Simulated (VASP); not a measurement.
Here is the system:

```xyz
4
Lattice="3.4612 0.0000 0.0000 -1.7306 2.9975 0.0000 0.0000 0.0000 6.4572" Properties=species:S:1:pos:R:3 pbc="T T T"
Sn     0.0000     0.0000     0.0000
Sn     0.0000     0.0000     3.2286
O      0.0000     1.9983     1.6143
O      1.7306     0.9992     4.8429
```

Calculation: PBE GGA, VASP's PBE PAW potentials (set 64) (plane waves; VASP 6.6.1). Settings: 520 eV cut-off, Gaussian smearing of 0.050 eV, potentials Sn_d O.

Unless said otherwise, spin-orbit coupling is left out, though it shifts the bands of the heavy elements here.

### Question
Estimate the band gap (along the path) with the smallest direct gap where there is one.

### Answer

```
Property                                                      Value
-------------------------  ----------------------------------------
band gap (along the path)  none (metal, semimetal or under 0.01 eV)
```

Only differences to runs with the same potentials and settings are physical.

The structure was generated: SnO was put into the NiAs type type (P6_3/mmc), which need not be its known phase. It was relaxed first, which changed the volume by +60 %.
